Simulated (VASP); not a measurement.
Output of a VASP run:

OUTCAR:
```
 ion  position               nearest neighbor table
   1  0.000  0.000  0.000-
  LATTYP: Found a simple cubic cell.
 ALAT       =     2.5868935903
 Subroutine PRICEL returns:
 Original cell was already a primitive cell.
 Subroutine GETGRP returns: Found 48 space group operations
The static configuration has the point symmetry O_h .
The dynamic configuration has the point symmetry O_h .
 Subroutine INISYM returns: Found 48 space group operations
 Subroutine IBZKPT returns following result:
 Found     84 irreducible k-points:

 Following reciprocal coordinates:
            Coordinates               Weight
  0.000000  0.000000  0.000000      1.000000
  0.076923  0.000000  0.000000      6.000000
  0.153846  0.000000  0.000000      6.000000
  0.230769  0.000000  0.000000      6.000000
  0.307692  0.000000  0.000000      6.000000
  0.384615  0.000000  0.000000      6.000000
  0.461538  0.000000  0.000000      6.000000
  0.076923  0.076923  0.000000     12.000000
  0.153846  0.076923  0.000000     24.000000
  0.230769  0.076923  0.000000     24.000000
  0.307692  0.076923  0.000000     24.000000
  0.384615  0.076923  0.000000     24.000000
  0.461538  0.076923  0.000000     24.000000
  0.153846  0.153846  0.000000     12.000000
  0.230769  0.153846  0.000000     24.000000
  0.307692  0.153846  0.000000     24.000000
  0.384615  0.153846  0.000000     24.000000
  0.461538  0.153846  0.000000     24.000000
  0.230769  0.230769  0.000000     12.000000
  0.307692  0.230769  0.000000     24.000000
  0.384615  0.230769  0.000000     24.000000
  0.461538  0.230769  0.000000     24.000000
  0.307692  0.307692  0.000000     12.000000
  0.384615  0.307692  0.000000     24.000000
  0.461538  0.307692  0.000000     24.000000
  0.384615  0.384615  0.000000     12.000000
  0.461538  0.384615  0.000000     24.000000
  0.461538  0.461538  0.000000     12.000000
  0.076923  0.076923  0.076923      8.000000
  0.153846  0.076923  0.076923     24.000000
  0.230769  0.076923  0.076923     24.000000
  0.307692  0.076923  0.076923     24.000000
  0.384615  0.076923  0.076923     24.000000
  0.461538  0.076923  0.076923     24.000000
  0.153846  0.153846  0.076923     24.000000
  0.230769  0.153846  0.076923     48.000000
  0.307692  0.153846  0.076923     48.000000
  0.384615  0.153846  0.076923     48.000000
  0.461538  0.153846  0.076923     48.000000
  0.230769  0.230769  0.076923     24.000000
   k-points           NKPTS =     84   k-points in BZ     NKDIM =     84   number of bands    NBANDS=      9
   number of dos      NEDOS =    301   number of ions     NIONS =      1
   total plane-waves  NPLWV =   5832
   dimension x,y,z NGX =    18 NGY =   18 NGZ =   18
   dimension x,y,z NGXF=    36 NGYF=   36 NGZF=   36
   ions per type =               1
   PREC   = accura    normal or accurate (medium, high low for compatibility)
   ISTART =      0    job   : 0-new  1-cont  2-samecut
   ICHARG =      2    charge: 1-file 2-atom 10-const
   ISPIN  =      1    spin polarized calculation?
   LNONCOLLINEAR =      F non collinear calculations
   LSORBIT =      F    spin-orbit coupling
   INIWAV =      1    electr: 0-lowe 1-rand  2-diag
   ENCUT  =  400.0 eV  29.40 Ry    5.42 a.u.   4.22  4.22  4.22*2*pi/ulx,y,z
   NELM   =    100;   NELMIN=  2; NELMDL= -5     # of ELM steps
   EDIFF  = 0.1E-05   stopping-criterion for ELM
   LREAL  =      F    real-space projection
   NLSPLINE    = F    spline interpolate recip. space projectors
   LMAXMIX     =    4 max onsite mixed and CHGCAR
   VOSKOWN=      0    Vosko Wilk Nusair interpolation
   EDIFFG = -.1E-01   stopping-criterion for IOM
   NSW    =     60    number of steps for IOM
   NBLOCK =      1;   KBLOCK =     60    inner block; outer block
   IBRION =      2    ionic relax: 0-MD 1-quasi-New 2-CG
   NFREE  =      1    steps in history (QN), initial steepest desc. (CG)
...
```

OSZICAR:
```
       N       E                     dE             d eps       ncg     rms          rms(c)
DAV:   1     0.131858825583E+02    0.13186E+02   -0.44612E+03  1512   0.827E+02
DAV:   2    -0.252200138995E+02   -0.38406E+02   -0.37482E+02  1602   0.175E+02
DAV:   3    -0.255604531406E+02   -0.34044E+00   -0.33974E+00  1788   0.192E+01
DAV:   4    -0.255631159579E+02   -0.26628E-02   -0.26625E-02  1875   0.150E+00
DAV:   5    -0.255631579859E+02   -0.42028E-04   -0.42027E-04  1948   0.144E-01    0.684E+00
DAV:   6    -0.223833813736E+02    0.31798E+01   -0.61096E+00  1562   0.229E+01    0.416E+00
DAV:   7    -0.224597535180E+02   -0.76372E-01   -0.56151E-01  1579   0.605E+00    0.215E+00
DAV:   8    -0.224575462242E+02    0.22073E-02   -0.97996E-02  1523   0.265E+00    0.572E-01
DAV:   9    -0.224593356758E+02   -0.17895E-02   -0.16343E-02  1519   0.104E+00    0.230E-01
DAV:  10    -0.224634893119E+02   -0.41536E-02   -0.67593E-03  1542   0.663E-01    0.513E-02
DAV:  11    -0.224636342765E+02   -0.14496E-03   -0.17904E-03  2076   0.301E-01    0.756E-02
DAV:  12    -0.224637182381E+02   -0.83962E-04   -0.80768E-04  1544   0.218E-01    0.111E-02
DAV:  13    -0.224637293441E+02   -0.11106E-04   -0.18773E-05  1534   0.507E-02    0.207E-03
DAV:  14    -0.224637309586E+02   -0.16145E-05   -0.22333E-06  1633   0.173E-02    0.223E-03
DAV:  15    -0.224637311723E+02   -0.21367E-06   -0.43249E-07   786   0.584E-03
   1 F= -.22463731E+02 E0= -.22463585E+02  d E =-.224637E+02
```

### OUTCAR
```
------------------------ aborting loop because EDIFF is reached ----------------------------------------
  FORCE on cell =-STRESS in cart. coord.  units (eV):
  Direction    XX          YY          ZZ          XY          YZ          ZX
  --------------------------------------------------------------------------------------
  Total        0.0082200      0.0082200      0.0082200      0.0000000     -0.0000000     -0.0000000
  in kB        0.7607568      0.7607568      0.7607568      0.0000000     -0.0000000     -0.0000000
  external PRESSURE =       0.7607568 kB  Pullay stress =       0.0000000 kB
  volume of cell :       17.31
      direct lattice vectors                 reciprocal lattice vectors
     2.586893590  0.000000000  0.000000000     0.386564026  0.000000000  0.000000000
     0.000000000  2.586893590  0.000000000     0.000000000  0.386564026  0.000000000
     0.000000000  0.000000000  2.586893590     0.000000000  0.000000000  0.386564026
 POSITION                                       TOTAL-FORCE (eV/Angst)
 -----------------------------------------------------------------------------------
      0.00000      0.00000      0.00000         0.000000      0.000000      0.000000
 -----------------------------------------------------------------------------------
    total drift:                                0.000000      0.000000     -0.000000
  FREE ENERGIE OF THE ION-ELECTRON SYSTEM (eV)
  ---------------------------------------------------
  free  energy   TOTEN  =       -22.4637311723 eV

  energy  without entropy=      -22.4632927137  energy(sigma->0) =      -22.46358502

 reached required accuracy - stopping structural energy minimisation
```
(Selected blocks of OUTCAR.)

POSCAR:
```
Pd
1
    2.5868935903    -0.0000000000     0.0000000000
   -0.0000000000     2.5868935903    -0.0000000000
    0.0000000000     0.0000000000     2.5868935903
Pd
1
Direct
  0.0000000000   0.0000000000   0.0000000000
```

Reconstruct the remaining input files.

This is not unique; one that fits is the input of the run itself, r2SCAN meta-GGA, plane waves, VASP's PBE PAW potentials (set 64).

INCAR:
```
! general
SYSTEM  = Pd
PREC    = Accurate
ENCUT   = 400   ! plane-wave cut-off (eV)
LREAL   = .False.   ! projection in real space or not
LASPH   = .True.

! electronic loop
EDIFF   = 1E-6
NELM    = 100
ALGO    = Normal
LMAXMIX = 4   ! l cut-off of mixed one-centre charges
LMIXTAU = .True.

! smearing
ISMEAR  = 1
SIGMA   = 0.1   ! width (eV)

! functional
METAGGA = R2SCAN

! ions
IBRION  = 2   ! conjugate gradients
NSW     = 60   ! most ionic steps
ISIF    = 3   ! ions, shape and volume
EDIFFG  = -0.01   ! ionic stop

! output
LWAVE   = .False.
LCHARG  = .False.
```

### KPOINTS
```
Automatic mesh
0
Gamma
13 13 13
0 0 0
```

POTCAR, in this order: Pd (PBE.64 set). Program: vasp_std.

The structure was generated: Pd was put into the simple-cubic type (Pm-3m), which need not be its known phase. It was relaxed first, which changed the volume by +5 %. The start is the result of an earlier pass.
